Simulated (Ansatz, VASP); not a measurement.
## Al38P12O87 (glassy 76Al2O3-24P2O5 (mol %)): VASP beside Ansatz

Aim: how closely do two programs agree when they are given the same cell, functional and k mesh? Of the first pair: The structure shown is the start of the Ansatz relaxation below; VASP solves that cell, so the two are compared at the walk's first step.

Program: Ansatz 0.2.0. Level of theory: plane waves, with VASP 6.6.1 beside it; single point at PBE. Results are calculated unless marked as measured.

### Step 1. Set-up

The cell holds 137 atoms: 38 Al, 12 P and 87 O. Its edges and angles: a = 11.638 Å, b = 11.638 Å, c = 11.638 Å, α = 90.0°, β = 90.0°, γ = 90.0°. As first built, before any earlier steps moved the atoms (in the runner's words): 137 atoms (38 Al, 12 P, 87 O) placed at random at 2.77 g/cm^3, melted at 4000 K for 10 ps at fixed volume with the Morse and Coulomb pair potential with partial charges (Pedone, Malavasi, Menziani, Cormack and Segre, J. Phys. Chem. B 110, 11780 (2006)). Quenched from 4000 K to 300 K at 50 K/ps and fixed volume, held 10 ps at zero pressure.

### Step 2. Ansatz: relaxation, PBE

Ansatz runs on its PAW soft_1 files.

The two programs are compared at the cell with which this relaxation starts, whose forces are those of its first step.

input.yaml reads:

```yaml
crystal:
  lattice:
    - [11.63754, 0.0, 0.0]
    - [0.0, 11.63754, 0.0]
    - [0.0, 0.0, 11.63754]
  atoms:
    - { symbol: Al, position: [0.68525, 0.09248, 0.43801] }
    - { symbol: Al, position: [0.89465, 0.01485, 0.57772] }
    - { symbol: Al, position: [0.09103, 0.4076, 0.34848] }
    - { symbol: Al, position: [0.60936, 0.33222, 0.5407] }
    - { symbol: Al, position: [0.83042, 0.4798, 0.57071] }
    - { symbol: Al, position: [0.09508, 0.09237, 0.14298] }
    - { symbol: Al, position: [0.11238, 0.03036, 0.72269] }
    - { symbol: Al, position: [0.1297, 0.23331, 0.52452] }
    - { symbol: Al, position: [0.89567, 0.45574, 0.02079] }
    - { symbol: Al, position: [0.54104, 0.98312, 0.92344] }
    - { symbol: Al, position: [0.2931, 0.84774, 0.27704] }
    - { symbol: Al, position: [0.50688, 0.21503, 0.32634] }
    - { symbol: Al, position: [0.88496, 0.71022, 0.1482] }
    - { symbol: Al, position: [0.03196, 0.86196, 0.00964] }
    - { symbol: Al, position: [0.32008, 0.08185, 0.59667] }
    - { symbol: Al, position: [0.48884, 0.41737, 0.78433] }
    - { symbol: Al, position: [0.295, 0.1447, 0.33126] }
    - { symbol: Al, position: [0.72444, 0.86329, 0.44756] }
    - { symbol: Al, position: [0.34978, 0.23492, 0.93961] }
    - { symbol: Al, position: [0.1259, 0.26332, 0.86004] }
    - { symbol: Al, position: [0.3765, 0.74236, 0.62674] }
    - { symbol: Al, position: [0.88404, 0.65594, 0.88251] }
    - { symbol: Al, position: [0.21634, 0.01256, 0.92339] }
    - { symbol: Al, position: [0.12717, 0.33196, 0.09434] }
    - { symbol: Al, position: [0.5039, 0.1952, 0.75638] }
    - { symbol: Al, position: [0.73005, 0.86666, 0.73873] }
    - { symbol: Al, position: [0.80258, 0.00479, 0.96906] }
    - { symbol: Al, position: [0.9947, 0.8486, 0.7921] }
    - { symbol: Al, position: [0.86433, 0.25827, 0.60847] }
    - { symbol: Al, position: [0.07944, 0.59344, 0.97335] }
[... 101 atom lines left out ...]
    - { symbol: O, position: [0.68778, 0.94389, 0.87675] }
    - { symbol: O, position: [0.53507, 0.12377, 0.87379] }
    - { symbol: O, position: [0.95606, 0.83126, 0.12869] }
    - { symbol: O, position: [0.10381, 0.57686, 0.63275] }
    - { symbol: O, position: [0.20302, 0.59102, 0.89084] }
    - { symbol: O, position: [0.82301, 0.35857, 0.92319] }
kpoints:
  mp_grid: { grid: [1, 1, 1] }
hamiltonian:
  xc: pbe
  pseudopotentials: { kind: paw, azcp: { folder: soft_1 } }
scf:
  occupations: { method: fixed }
output:
  forces: true
relax:
  f_tol: 0.05
  max_steps: 120
```

Started as:

```
ansatz run input.yaml --threads 4 --pin off --max-ram 8192MiB --backend cpu --events-out ev --progress --plain --runs-dir out
```

Numbers of over 12 decimals in the logs are rounded to 6 here.

The log of the run:

```text
Engine: ansatz 0.2.0, x86_64-unknown-linux-gnu
Pseudopotentials: kind: paw
Pseudopotential: Al, paw, valence charge 3, recommended cutoff 420 eV (normal), soft_1/Al.paw.azcp
Pseudopotential: P, paw, valence charge 5, recommended cutoff 420 eV (normal), soft_1/P.paw.azcp
Pseudopotential: O, paw, valence charge 6, recommended cutoff 420 eV (normal), soft_1/O.paw.azcp
Functional definition: PBE
  parameter kappa = 0.804
  parameter beta = 0.066725
  exchange = pbe_x(kappa = kappa, mu = beta*pi^2/3)
  correlation = pbe_c(beta = beta)
Crystal: 137 atoms, lattice volume = 1576.099 Å³
Basis set: ecut = 420 eV, 31031 PW (Γ), exchange–correlation on 160×160×160 points (8 copies of the dense FFT grid, shifted against one another)
Bands: 485, of which v1, the nominal top of the filled ones, is band 348 counted from 1 (347 counted from 0)
Symmetry: 1 space group operations
Space group: P1 (ITA 1), of the structure as read, at distance tolerance 1.2e-4 Å
k-points: 1
Non-local potential: Al, projectors of the file, l = 0: 2, l = 1: 2, l = 2: 1
Non-local potential: P, projectors of the file, l = 0: 2, l = 1: 2, l = 2: 1
Non-local potential: O, projectors of the file, l = 0: 2, l = 1: 2, l = 2: 1
PAW form: soft (Blöchl's): semilocal exchange-correlation on the pseudo side does not see the compensation charge
PAW one-centre angular grid: Al, 110 points (default); XC on 64 Gauss nodes
PAW one-centre angular grid: P, 110 points (default); XC on 64 Gauss nodes
PAW one-centre angular grid: O, 110 points (default); XC on 64 Gauss nodes
Initial density: superposition of atomic densities (chi_scale 0.1, normalization cell, long waves kept (reshape's long-wave potential 0.54 eV rms))
Initial wavefunctions: pseudopotential atomic-orbital guess
Functional: x = pbe(κ = 0.804, μ = 0.219515), c = pbe(β = 0.066725)
SCF iter   1: F=—  HF=-79084.188049 eV  |F-HF|=—  |Δ(HF+E_count)|=         —  Δρ=1.39e-1  dr2=2.97e2  ethr=3.10e-3  ⟨swp⟩=6.0  Hψ=1557  notcnv=0  defer=134
preconditioner: auto → Resta (q_TF=auto, 2.381 Å⁻¹)  ε∞=2.9  [insulator: Δε(μ)=4.437 eV  Ē_g=17.674 eV  n_scr=364 (ndim 8)  ℏωp=24.7 eV  f_vac=0.024  ε∞_Penn≈2.9]
SCF iter   2: F=—  HF=-79002.454898 eV  |F-HF|=—  |Δ(HF+E_count)|=    8.17e1  Δρ=4.59e-2  dr2=1.96e1  ethr=3.10e-3  ⟨swp⟩=4.0  Hψ=994  notcnv=0  defer=135
SCF iter   3: F=—  HF=-78999.121154 eV  |F-HF|=—  |Δ(HF+E_count)|=    3.33e0  Δρ=2.25e-2  dr2=6.11e0  ethr=2.82e-3  ⟨swp⟩=3.0  Hψ=360  notcnv=0  defer=106
automatic band count: iteration 3 solves 456 bands in place of 485: the levels show a gap, and the empty bands left out lie too high to hold charge; the band table lists the bands solved (type scf.n_extra_bands for more)
SCF iter   4: F=—  HF=-78998.545271 eV  |F-HF|=—  |Δ(HF+E_count)|=   5.76e-1  Δρ=6.31e-3  dr2=4.63e-1  ethr=8.78e-4  ⟨swp⟩=4.0  Hψ=893  notcnv=0  defer=106
SCF iter   5: F=—  HF=-78998.501264 eV  |F-HF|=—  |Δ(HF+E_count)|=   4.40e-2  Δρ=1.92e-3  dr2=5.19e-2  ethr=6.65e-5  ⟨swp⟩=3.0  Hψ=815  notcnv=0  defer=106
SCF iter   6: F=—  HF=-78998.532877 eV  |F-HF|=—  |Δ(HF+E_count)|=   3.16e-2  Δρ=7.10e-4  dr2=7.64e-3  ethr=7.46e-6  ⟨swp⟩=4.0  Hψ=779  notcnv=0  defer=106
SCF iter   7: F=—  HF=-78998.536394 eV  |F-HF|=—  |Δ(HF+E_count)|=   3.52e-3  Δρ=2.90e-4  dr2=1.25e-3  ethr=1.10e-6  ⟨swp⟩=3.0  Hψ=703  notcnv=0  defer=106
SCF iter   8: F=—  HF=-78998.537027 eV  |F-HF|=—  |Δ(HF+E_count)|=   6.32e-4  Δρ=8.93e-5  dr2=1.25e-4  ethr=1.80e-7  ⟨swp⟩=3.0  Hψ=807  notcnv=0  defer=106
SCF iter   9: F=—  HF=-78998.537171 eV  |F-HF|=—  |Δ(HF+E_count)|=   1.44e-4  Δρ=5.31e-5  dr2=3.45e-5  ethr=1.79e-8  ⟨swp⟩=3.0  Hψ=839  notcnv=0  defer=106
SCF iter  10: F=-78998.537180 eV  HF=-78998.537177 eV  |F-HF|=2.72e-6  |Δ(HF+E_count)|=   6.06e-6  Δρ=1.67e-5  dr2=4.21e-6  ethr=4.96e-9  ⟨swp⟩=5.0  Hψ=1418  notcnv=0
SCF 1 converged in 10 iterations: F = -78998.537180 eV  dr2 = 4.21e-6
  greatest PAW one-centre occupation: 0.869 electrons in one spin orbital (limit 2), on the O atom at site 75 (counted from 0), in its partial waves of l = 0
relax step   1: F+E_penalty+E_count = -78998.53717963 eV  Δ(F+E_penalty+E_count) = +0.000e0 eV  max|allowed force component| = 3.952e0 eV/Å  Δτ_max = 0.0000 Å  (10 SCF iters, dr2 threshold 6.25e-5 eV, accepted)
Initial density: handed on by an earlier stage of this run
Initial wavefunctions: those handed on with the density
iter 1 solved again at ethr=1.62e-4 eV; its pass at ethr=3.10e-3 eV (dr2=1.13e0 eV) is discarded
SCF iter   1: F=—  HF=-79003.590288 eV  |F-HF|=—  |Δ(HF+E_count)|=         —  Δρ=9.44e-3  dr2=1.13e0  ethr=1.62e-4  ⟨swp⟩=2.0  Hψ=1841  notcnv=0  defer=106
automatic band count: iteration 1 solves 456 bands in place of 485: the levels show a gap, and the empty bands left out lie too high to hold charge; the band table lists the bands solved (type scf.n_extra_bands for more)
[...]
- { symbol: Al, position: [0.850893, 0.031876, 0.240091] }
    - { symbol: Al, position: [0.287812, 0.343604, 0.684413] }
    - { symbol: Al, position: [0.046677, 0.476896, 0.723670] }
    - { symbol: Al, position: [0.380780, 0.031220, 0.126004] }
    - { symbol: Al, position: [0.617944, 0.444821, 0.240393] }
    - { symbol: Al, position: [0.342170, 0.390789, 0.290489] }
    - { symbol: Al, position: [0.638202, 0.106461, 0.140727] }
    - { symbol: Al, position: [0.432687, 0.790446, 0.044926] }
    - { symbol: P, position: [0.208775, 0.593780, 0.212058] }
    - { symbol: P, position: [0.102868, 0.698850, 0.586150] }
    - { symbol: P, position: [0.920123, 0.668236, 0.413904] }
    - { symbol: P, position: [0.677026, 0.623013, 0.743841] }
    - { symbol: P, position: [0.619163, 0.707796, 0.236290] }
    - { symbol: P, position: [0.081507, -0.00295002, 0.378280] }
    - { symbol: P, position: [0.572508, 0.340133, 0.026902] }
    - { symbol: P, position: [0.852473, 0.260257, 0.864527] }
    - { symbol: P, position: [0.850964, 0.318429, 0.253488] }
    - { symbol: P, position: [0.451393, 0.930827, 0.462523] }
    - { symbol: P, position: [0.424083, 0.507504, 0.512274] }
    - { symbol: P, position: [0.334401, 0.618407, 0.867445] }
    - { symbol: O, position: [0.611467, 0.585917, 0.287851] }
    - { symbol: O, position: [0.632338, 0.788185, 0.340113] }
    - { symbol: O, position: [0.380826, 0.287012, 0.795877] }
    - { symbol: O, position: [0.832949, 0.757234, 0.450781] }
    - { symbol: O, position: [0.063849, 0.443920, 0.024259] }
    - { symbol: O, position: [0.851615, 0.785672, 0.796504] }
    - { symbol: O, position: [0.534037, 0.019303, 0.075747] }
    - { symbol: O, position: [0.011542, 0.025989, 0.261249] }
    - { symbol: O, position: [0.723639, 0.717989, 0.156073] }
    - { symbol: O, position: [0.816249, 0.163697, 0.944971] }
    - { symbol: O, position: [0.364849, 0.670782, 0.984143] }
    - { symbol: O, position: [0.992564, 0.967603, 0.467238] }
    - { symbol: O, position: [0.189947, 0.013678, 0.606593] }
    - { symbol: O, position: [0.132082, 0.923929, 0.815496] }
    - { symbol: O, position: [0.432407, 0.108671, 0.248752] }
    - { symbol: O, position: [0.239287, 0.069319, 0.207246] }
    - { symbol: O, position: [0.440386, 0.635828, 0.536111] }
    - { symbol: O, position: [0.736250, 0.368250, 0.299890] }
    - { symbol: O, position: [0.949907, 0.354399, 0.332509] }
    - { symbol: O, position: [0.372874, 0.452207, 0.625138] }
    - { symbol: O, position: [0.158318, 0.376600, 0.755307] }
    - { symbol: O, position: [0.982988, 0.548580, 0.844130] }
    - { symbol: O, position: [0.033601, 0.768761, 0.669470] }
    - { symbol: O, position: [0.867938, 0.370846, 0.135112] }
[...]
- { symbol: O, position: [0.589334, 0.361621, 0.898535] }
    - { symbol: O, position: [0.577914, 0.540157, 0.727637] }
    - { symbol: O, position: [0.689364, 0.962352, 0.861247] }
    - { symbol: O, position: [0.508514, 0.135634, 0.886170] }
    - { symbol: O, position: [0.929688, 0.840345, 0.145361] }
    - { symbol: O, position: [0.104348, 0.571637, 0.619699] }
    - { symbol: O, position: [0.203886, 0.594561, 0.865756] }
    - { symbol: O, position: [0.820967, 0.379287, 0.912606] }
```

The column dr2 measures how far the density is from self-consistency, as an energy; F and HF (Harris–Foulkes) agree once it is small.

### Step 3. VASP: single point, PBE, start cell, pair 1

The same cell, functional and mesh now go to VASP, with its own data sets.

Lines of VASP's logs that name or quote its potential files are left out, and so is its time.

INCAR reads:

```
SYSTEM = Al38P12O87
PREC = Accurate
ENCUT = 520
EDIFF = 1E-06
NELM = 120
ISMEAR = 0
SIGMA = 0.01
LREAL = Auto
ALGO = Normal
GGA = PE
NBANDS = 443
LORBIT = 11
LWAVE = .FALSE.
LCHARG = .FALSE.
ISIF = 2
LASPH = .TRUE.
GGA_COMPAT = .FALSE.
EFERMI = MIDGAP
```

POSCAR reads:

```
Al38P12O87
1.0
   11.6375400000      0.0000000000      0.0000000000
    0.0000000000     11.6375400000      0.0000000000
    0.0000000000      0.0000000000     11.6375400000
Al P O
38 12 87
Direct
    0.6852479132      0.0924765887      0.4380135321
    0.8946478379      0.0148484989      0.5777165965
    0.0910329846      0.4076033251      0.3484843017
    0.6093641783      0.3322179773      0.5406984638
    0.8304160501      0.4798007139      0.5707133982
    0.0950802317      0.0923734741      0.1429769522
    0.1123777018      0.0303586497      0.7226870971
    0.1297009505      0.2333139134      0.5245180683
    0.8956703908      0.4557406462      0.0207861799
    0.5410421790      0.9831201439      0.9234425832
    0.2931031816      0.8477392989      0.2770430864
    0.5068768829      0.2150282620      0.3263404465
    0.8849636607      0.7102188263      0.1482014240
    0.0319569256      0.8619605174      0.0096412128
    0.3200762360      0.0818471945      0.5966724926
    0.4888404250      0.4173734312      0.7843324276
    0.2950022084      0.1447041213      0.3312641675
    0.7244400449      0.8632924140      0.4475602232
    0.3497818267      0.2349207822      0.9396057930
    0.1259028970      0.2633202550      0.8600357120
    0.3764970947      0.7423562024      0.6267389844
    0.8840442224      0.6559375951      0.8825060966
    0.2163429728      0.0125627925      0.9233910259
    0.1271660506      0.3319601909      0.0943412439
    0.5039037460      0.1951958919      0.7563797847
    0.7300511964      0.8666608235      0.7387300065
    0.8025837076      0.0047862349      0.9690621901
    0.9947033480      0.8485985870      0.7921003924
    0.8643321527      0.2582676408      0.6084705187
    0.0794411877      0.5934415693      0.9733500379
[... 101 atom lines left out ...]
    0.6877828132      0.9438936408      0.8767488662
    0.5350701265      0.1237718624      0.8737929150
    0.9560611607      0.8312581525      0.1286869905
    0.1038105991      0.5768573083      0.6327540013
    0.2030240068      0.5910183767      0.8908411915
    0.8230089864      0.3585723443      0.9231933897
```

KPOINTS reads:

```
Automatic mesh
0
Gamma
1 1 1
0 0 0
```

Potentials, in the order of the species: Al, P and O (PBE family, release 64).

Started as:

```
export OMP_NUM_THREADS=3
mpirun -np 1 vasp_gam
```

The log of the run:

```text
[banner, memory and clock lines left out]
running    1 mpi-ranks, on    1 nodes
[...]
Offloading initialized ...    1 GPUs detected
[...]
LDA part: xc-table for (Slater+PW92), standard interpolation
 POSCAR, INCAR and KPOINTS ok, starting setup
[...]
entering main loop
       N       E                     dE             d eps       ncg     rms          rms(c)
DAV:   1     0.628748716966E+04    0.62875E+04   -0.41789E+05   902   0.156E+03
DAV:   2    -0.613752866070E+03   -0.69012E+04   -0.66835E+04  1089   0.379E+02
DAV:   3    -0.113704864371E+04   -0.52330E+03   -0.51973E+03  1044   0.111E+02
DAV:   4    -0.114719506240E+04   -0.10146E+02   -0.10105E+02  1052   0.167E+01
[...]
DAV:  17    -0.994711527729E+03    0.20732E-04   -0.30480E-04  1060   0.458E-02    0.289E-02
DAV:  18    -0.994711521437E+03    0.62924E-05   -0.93115E-05  1028   0.208E-02    0.132E-02
DAV:  19    -0.994711522290E+03   -0.85325E-06   -0.92439E-06  1020   0.543E-03
   1 F= -.99471152E+03 E0= -.99471152E+03  d E =0.000000E+00
```

Parts of OUTCAR (step 3):

```text
  Total       74.7631362    101.8479601     85.9574673     15.2388382     -8.9311894     -2.9286373
  in kB       76.0001646    103.5331332     87.3797168     15.4909795     -9.0789646     -2.9770944
  external PRESSURE =      88.9710049 kB  Pullay stress =       0.0000000 kB

 POSITION                                       TOTAL-FORCE (eV/Angst)
 -----------------------------------------------------------------------------------
      7.97460      1.07620      5.09740        -1.700131      0.771501     -2.551710
[...]
0.62340      8.98580      7.75540        -1.113210      1.749127      1.108238
      9.94790      4.51540      1.73390         0.328085     -0.464143     -0.360099
      7.06930      5.08680      1.01640         0.150027      0.595385      0.358493
      4.04060      5.74110      4.65510        -0.693502      0.810707     -0.431674
      8.68450      6.62530      7.59790         0.358949      0.217380     -0.820190
      1.53520      4.22090      5.49860         0.864599      1.366580      1.994576
      6.72300      2.47100      5.33210         0.694496     -0.628300      1.149468
     11.43250      2.88090      9.96120         1.419731     -0.219628     -0.440861
     10.92600      4.74450      7.52870        -2.209616     -1.671282     -1.755075
      5.11800     10.00100      6.55240         0.258850      0.067536      0.948227
      9.28130      1.45960      6.11880         1.521827      1.067124      1.690504
      2.49610      3.38850     11.31630         0.532882      0.991599      1.026175
[...]
-----------------------------------------------------------------------------------
    total drift:                                0.018247      0.040247      0.016680

  FREE ENERGIE OF THE ION-ELECTRON SYSTEM (eV)
  ---------------------------------------------------
  free  energy   TOTEN  =      -994.7115222902 eV

  energy  without entropy=     -994.7115222902  energy(sigma->0) =     -994.71152229

[... 3 further parts left out ...]
[key lines of the parts left out:]
E-fermi :   5.3340
```

The run ends at a pressure of 8.90 GPa, with forces up to 4.0 eV/Å.

### Step 4. Comparison

Known differences besides the potentials themselves: fixed occupations in Ansatz, narrow Gaussian smearing in VASP; the cutoff is 420 eV in Ansatz and 520 eV in VASP (PREC = Accurate, projectors in real space). Total energies have different zeros and are not compared.

Forces on 10 of the 137 atoms, those with the largest forces and the largest differences (eV/Å; atoms numbered as in POSCAR):

| atom | Ansatz x, y, z | VASP x, y, z |
| --- | --- | --- |
| Al3 | -0.274, 0.194, -3.863 | -0.293, 0.222, -3.879 |
| Al9 | 0.215, -3.952, -0.291 | 0.187, -3.983, -0.280 |
| Al25 | -0.271, -2.683, -1.894 | -0.286, -2.670, -1.921 |
| P40 | 0.634, -2.058, 3.109 | 0.588, -2.000, 3.094 |
| O58 | -3.358, 0.239, -2.228 | -3.301, 0.226, -2.143 |
| O62 | -1.106, -0.908, 1.794 | -0.983, -0.841, 1.690 |
| O80 | 1.583, -0.221, -0.460 | 1.420, -0.220, -0.441 |
| O81 | -2.198, -1.658, -1.744 | -2.210, -1.671, -1.755 |
| O105 | -0.684, 3.044, 0.547 | -0.682, 3.076, 0.554 |
| O108 | 0.485, 0.748, 0.592 | 0.406, 0.633, 0.517 |

The forces differ by 41 meV/Å r.m.s., which is 3.9 % of the r.m.s. force of 1.061 eV/Å (both taken over all components).

(Part 1 of 2 ends here.)

[Lines on the potential files, build, host, timing and source positions are cut from VASP's logs without a mark.]

[Logs are printed without paths, hosts, clocks, repeated set-up lines and the standing remarks that a program may print on its own settings, such as how far it seeks lower states.]

[Hosts, paths, dates, database ids (printed as entryN), source tags and the programs' standing remarks are cut or masked in the printed files.]
